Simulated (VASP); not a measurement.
# KNbC (P4/mmm) in VASP: further runs

The runs below take KNbC through relaxation of cell and atoms, with PBEsol.

Program: VASP 6.6.1. These are calculated values, not measurements. Logs are shortened: lines on timing, memory, paths and dates and some standing lists are left out, and cuts for length are marked.

### Step 1. The structure

Symmetry: P4/mmm, No. 123, tetragonal system. Conventional cell: a = 4.937 Å, b = 4.937 Å, c = 5.274 Å, α = 90.00°, β = 90.00°, γ = 90.00°. K (site symmetry 4/mmm) has 2 C at 2.64 Å as nearest neighbours. Nb (site symmetry 4/mmm) is surrounded by 4 K at 3.49 Å. C (site symmetry 4/mmm) is surrounded by 2 K at 2.64 Å.

The cell was built by a generator and needn't be a form met in nature.

### Step 2. Relaxation of cell and atoms, PBEsol, target pressure 10 GPa, at which the enthalpy is minimised

INCAR reads:

```
SYSTEM = KNbC
ALGO = Normal ; EDIFF = 1E-7
EDIFFG = -0.02 ; ENCUT = 600
GGA = PS ; IBRION = 2
ISIF = 3 ; ISMEAR = -1
LASPH = .True. ; LCHARG = .False.
LREAL = .False. ; LWAVE = .False.
NELM = 100 ; NSW = 40
PREC = Accurate ; PSTRESS = 100
SIGMA = 0.05
```

KPOINTS reads:

```
k-points
0
Gamma
  6 6 5
  0 0 0
```

POSCAR reads:

```
KNbC
1.0
    4.9374200000      0.0000000000      0.0000000000
    0.0000000000      4.9374200000      0.0000000000
    0.0000000000      0.0000000000      5.2738700000
K Nb C
1 1 1
Direct
    0.5000000000      0.5000000000      0.0000000000
    0.0000000000      0.0000000000      0.0000000000
    0.5000000000      0.5000000000      0.5000000000
```

Potentials or basis: VASP PAW PBE potentials, release 64 (K_sv, Nb_sv, C).

Started as:

```console
> cat potpaw_PBE.64/K_sv/POTCAR potpaw_PBE.64/Nb_sv/POTCAR potpaw_PBE.64/C/POTCAR > POTCAR
> mpirun -np 1 vasp_std > vasp.out
```

OUTCAR:

```text
SYSTEM = KNbC
   EDIFF = 1E-7
   EDIFFG = -0.02
   ENCUT = 600
   GGA = PS
   IBRION = 2
   ISIF = 3
   ISMEAR = -1
   LASPH = .True.
   LREAL = .False.
   NELM = 100
   NSW = 40
   PREC = Accurate
   PSTRESS = 100

 ion  position               nearest neighbor table
   1  0.500  0.500  0.000-   3 2.64   3 2.64
   2  0.000  0.000  0.000-
   3  0.500  0.500  0.500-   1 2.64   1 2.64

  LATTYP: Found a simple tetragonal cell.
 ALAT       =     4.9374200000
 C/A-ratio  =     1.0681428762

  Lattice vectors:

 A1 = (   4.9374200000,   0.0000000000,   0.0000000000)
 A2 = (   0.0000000000,   4.9374200000,   0.0000000000)
 A3 = (   0.0000000000,   0.0000000000,   5.2738700000)

Analysis of symmetry for initial positions (statically):
=====================================================================
 Subroutine PRICEL returns:
 Original cell was already a primitive cell.

 Routine SETGRP: Setting up the symmetry group for a
 simple tetragonal supercell.

 Subroutine GETGRP returns: Found 16 space group operations
 (whereof 16 operations were pure point group operations)
 out of a pool of 16 trial point group operations.

The static configuration has the point symmetry D_4h.

Analysis of symmetry for dynamics (positions and initial velocities):
=====================================================================
 Subroutine PRICEL returns:
 Original cell was already a primitive cell.

 Routine SETGRP: Setting up the symmetry group for a
 simple tetragonal supercell.

 Subroutine GETGRP returns: Found 16 space group operations
 (whereof 16 operations were pure point group operations)
 out of a pool of 16 trial point group operations.

The dynamic configuration has the point symmetry D_4h.

 Subroutine INISYM returns: Found 16 space group operations
 (whereof 16 operations are pure point group operations),
 and found     1 'primitive' translations

----------------------------------------------------------------------------------------

                                     Primitive cell

  volume of cell :     128.5670

  direct lattice vectors                    reciprocal lattice vectors
     4.937420000  0.000000000  0.000000000     0.202534927  0.000000000  0.000000000
     0.000000000  4.937420000  0.000000000     0.000000000  0.202534927  0.000000000
     0.000000000  0.000000000  5.273870000     0.000000000  0.000000000  0.189614078

  length of vectors
     4.937420000  4.937420000  5.273870000     0.202534927  0.202534927  0.189614078

  position of ions in fractional coordinates (direct lattice)
     0.500000000  0.500000000  0.000000000
     0.000000000  0.000000000  0.000000000
     0.500000000  0.500000000  0.500000000

  ion indices of the primitive-cell ions
   primitive index   ion index
                 1           1
                 2           2
                 3           3

----------------------------------------------------------------------------------------

 KPOINTS: k-points

Automatic generation of k-mesh.
 Grid dimensions read from file:
 generate k-points for:    6    6    5

 Generating k-lattice:

  Cartesian coordinates                     Fractional coordinates (reciprocal lattice)
     0.033755821  0.000000000  0.000000000     0.166666667  0.000000000  0.000000000
     0.000000000  0.033755821  0.000000000     0.000000000  0.166666667  0.000000000
     0.000000000  0.000000000  0.037922816     0.000000000  0.000000000  0.200000000

  Length of vectors
     0.033755821  0.033755821  0.037922816

  Shift w.r.t. Gamma in fractional coordinates (k-lattice)
     0.000000000  0.000000000  0.000000000

 Subroutine IBZKPT returns following result:
 ===========================================

 Found     30 irreducible k-points:

 Following reciprocal coordinates:
            Coordinates               Weight
  0.000000  0.000000  0.000000      1.000000
  0.166667  0.000000  0.000000      4.000000
  0.333333  0.000000  0.000000      4.000000
  0.500000  0.000000  0.000000      2.000000
  0.166667  0.166667  0.000000      4.000000
  0.333333  0.166667  0.000000      8.000000
[... 16 lines left out ...]
  0.333333  0.000000  0.400000      8.000000
  0.500000  0.000000  0.400000      4.000000
 [... further k-points ...]
   k-points           NKPTS =     30   k-points in BZ     NKDIM =     30   number of bands    NBANDS=     17
   number of dos      NEDOS =    301   number of ions     NIONS =      3
   total plane-waves  NPLWV =  67200
   dimension x,y,z NGX =    40 NGY =   40 NGZ =   42
   dimension x,y,z NGXF=    80 NGYF=   80 NGZF=   84
   ions per type =               1   1   1
   NGX,Y,Z   is equivalent  to a cutoff of  13.47, 13.47, 13.24 a.u.
   NGXF,Y,Z  is equivalent  to a cutoff of  26.94, 26.94, 26.48 a.u.
 SYSTEM =  KNbC
   PREC   = accura    normal or accurate (medium, high low for compatibility)
   ISTART =      0    job   : 0-new  1-cont  2-samecut
   ICHARG =      2    charge: 1-file 2-atom 10-const
   ISPIN  =      1    spin polarized calculation?
   LNONCOLLINEAR =      F non collinear calculations
   LSORBIT =      F    spin-orbit coupling
   LASPH  =      T    aspherical Exc in radial PAW
   ENCUT  =  600.0 eV  44.10 Ry    6.64 a.u.   9.86  9.86 10.53*2*pi/ulx,y,z
   NELM   =    100;   NELMIN=  2; NELMDL= -5     # of ELM steps
   EDIFF  = 0.1E-06   stopping-criterion for ELM
   LREAL  =      F    real-space projection
   EDIFFG = -.2E-01   stopping-criterion for IOM
   NSW    =     40    number of steps for IOM
   IBRION =      2    ionic relax: 0-MD 1-quasi-New 2-CG
   NFREE  =      1    steps in history (QN), initial steepest desc. (CG)
   ISIF   =      3    stress and relaxation
   ISYM   =      2    0-nonsym 1-usesym 2-fastsym
   POTIM  = 0.5000    time-step for ionic-motion
   TEBEG  =    0.0;   TEEND  =   0.0 temperature during run
   PSTRESS=  100.0 pullay stress
   NELECT =      26.0000    total number of electrons
   NUPDOWN=      -1.0000    fix difference up-down
   EMIN   =  10.00;   EMAX   =-10.00  energy-range for DOS
   EFERMI =   0.00;   METHOD = LEGACY
   ISMEAR =    -1;   SIGMA  =   0.05  broadening in eV -4-tet -1-fermi 0-gaus
   EFERMI_NEDOS =   21; number of points for ismear=-14 and -15
   IALGO  =     38    algorithm
   IMIX   =      4    mixing-type and parameters
     AMIX     =   0.40;   BMIX     =  1.00
     AMIX_MAG =   1.60;   BMIX_MAG =  1.00
  volume/ion in A,a.u.               =      42.86       289.20
  Fermi-wavevector in a.u.,A,eV,Ry     =   0.960925  1.815885 12.563301  0.923377
  Thomas-Fermi vector in A             =   2.090252
   LORBIT       =      0    0 simple, 1 ext, 2 COOP (PROOUT), +10 PAW based schemes
   GGA     = PS    functional components
   LHFCALC =     F    Hartree Fock is set to
   AEXX    =    0.0000 exact exchange contribution
   IVDW    =     0    specifies the selected vdW correction
   LEPSILON=     F    determine dielectric tensor
   LRPA    =     F    only Hartree local field effects (RPA)
 conjugate gradient relaxation of ions
 non-spin polarized calculation
  energy-cutoff  :      600.00
  volume of cell :      128.57
 maximum number of plane-waves:      4337
 NGX is ok and might be reduce to    40
   NGX = 19   NGY = 19   NGZ = 21

--------------------------------------- Ionic step        1  -------------------------------------------

 number of electron      26.0000001 magnetization

 Free energy of the ion-electron system (eV)
  ---------------------------------------------------
  ext. energy  EPLUGINS =         0.00000000
  ---------------------------------------------------
  free energy    TOTEN  =        -7.01507825 eV

  energy without entropy =       -6.88049589  energy(sigma->0) =       -6.94778707

 E-fermi :  -0.1796     XC(G=0):  -7.1600

 val. band max:       -0.1817470292   @ k =   0.5000   0.0000   0.2000
 cond. band min:      -0.1722542608   @ k =   0.3333   0.1667   0.0000
 fundamental gap:      0.0094927683
 Fermi energy:        -0.1795850979

 k-point     1 :       0.0000    0.0000    0.0000
  band No.  band energies     occupation
      1     -55.8405      2.00000
      2     -32.0073      2.00000
      3     -31.8481      2.00000
      4     -31.8481      2.00000
      5     -29.6588      2.00000
      6     -13.3199      2.00000
[... 1068 lines left out ...]
  FREE ENERGIE OF THE ION-ELECTRON SYSTEM (eV)
  ---------------------------------------------------
  free  energy   TOTEN  =        -8.0380685669 eV

  energy  without entropy=       -7.9998875242  energy(sigma->0) =       -8.01897805

  enthalpy is  TOTEN    =        -4.4756916395 eV   P V=        3.5623769274

[... ionic steps 4 to 8 ...]

--------------------------------------- Ionic step        9  -------------------------------------------

 number of electron      26.0000001 magnetization

------------------------ aborting loop because EDIFF is reached ----------------------------------------

  FORCE on cell =-STRESS in cart. coord.  units (eV):
  Direction    XX          YY          ZZ          XY          YZ          ZX
  --------------------------------------------------------------------------------------
  -------------------------------------------------------------------------------------
  Total        3.1496871      3.1496871      3.2914905      0.0000000      0.0000000      0.0000000
  in kB       96.0034375     96.0034375    100.3256497      0.0000000      0.0000000      0.0000000
  external PRESSURE =      -2.5558251 kB  Pullay stress =     100.0000000 kB
[... 63 lines left out ...]
  enthalpy is  TOTEN    =        -4.7552542686 eV   P V=        3.2702849666

--------------------------------------- Ionic step       11  -------------------------------------------

 number of electron      26.0000001 magnetization

 Free energy of the ion-electron system (eV)
  ---------------------------------------------------
  ext. energy  EPLUGINS =         0.00000000
  ---------------------------------------------------
  free energy    TOTEN  =        -8.02358705 eV

  energy without entropy =       -7.98780119  energy(sigma->0) =       -8.00569412

 E-fermi :   5.4130     XC(G=0): -10.7898

 val. band max:        5.4024117349   @ k =   0.5000   0.0000   0.4000
 cond. band min:       5.4371816771   @ k =   0.5000   0.0000   0.4000
 fundamental gap:      0.0347699422
 Fermi energy:         5.4129528869

 k-point     1 :       0.0000    0.0000    0.0000
  band No.  band energies     occupation
      1     -49.9881      2.00000
      2     -26.1528      2.00000
      3     -26.1528      2.00000
      4     -26.1131      2.00000
      5     -25.1358      2.00000
      6      -9.3382      2.00000
[... 501 lines left out ...]
  FREE ENERGIE OF THE ION-ELECTRON SYSTEM (eV)
  ---------------------------------------------------
  free  energy   TOTEN  =        -8.0235870532 eV

  energy  without entropy=       -7.9878011946  energy(sigma->0) =       -8.00569412

  enthalpy is  TOTEN    =        -4.7553832732 eV   P V=        3.2682037800

 reached required accuracy - stopping structural energy minimisation
```

Run time: 5.6 min. Hardware: 1 thread of Intel Xeon 6975P-C (Granite Rapids), shared host; peak memory 0.33 GiB.

Results:

- Free energy: -8.0236 eV
- Relaxed volume: 17.45 Å³/atom
- Relaxed cell: a = 3.540 Å, b = 3.540 Å, c = 4.179 Å, α = 90.00°, β = 90.00°, γ = 90.00°
- Space group after relaxing (to 0.05 Å): P4/mmm (No. 123)
- Energy change on relaxing (the enthalpy is what falls): -336.2 meV/atom
- Ionic steps: 11
- Pressure after relaxing: 10.0 GPa
- Band gap on the k mesh: none (metal or under the smearing width)

The path:
```csv
step,energy change (eV),largest force (eV/Å),pressure (GPa),volume (Å³)
1,0.0000,0.0000,-3.84,128.57
2,-1.2148,0.0000,-0.65,71.24
3,-1.0230,0.0000,6.38,57.08
4,-0.7633,0.0000,11.27,52.24
5,-0.8361,0.0000,10.00,53.35
6,-0.8492,0.0000,12.98,50.37
7,-0.9260,0.0000,11.68,51.14
8,-0.9290,0.0000,11.60,51.19
9,-1.0209,0.0000,9.74,52.56
10,-1.0105,0.0000,9.97,52.40
11,-1.0085,0.0000,10.00,52.36
```

Final structure:
```cif
data_structure
_symmetry_space_group_name_H-M 'P 1'
_symmetry_Int_Tables_number 1
_cell_length_a 3.5398
_cell_length_b 3.5398
_cell_length_c 4.1790
_cell_angle_alpha 90.000
_cell_angle_beta 90.000
_cell_angle_gamma 90.000
_cell_volume 52.36
loop_
_atom_site_label
_atom_site_type_symbol
_atom_site_fract_x
_atom_site_fract_y
_atom_site_fract_z
_atom_site_occupancy
K1 K 0.50000 0.50000 0.00000 1
Nb1 Nb 0.00000 0.00000 0.00000 1
C1 C 0.50000 0.50000 0.50000 1
```

Caveat: the cell is relaxed towards a set pressure, so the enthalpy falls and the energy may rise; the volume moved by over 15 % at a fixed basis, so the end points are rough; the PAW data sets were made with another functional, which shifts forces and pressure a little.

[end of part 1 of 2]
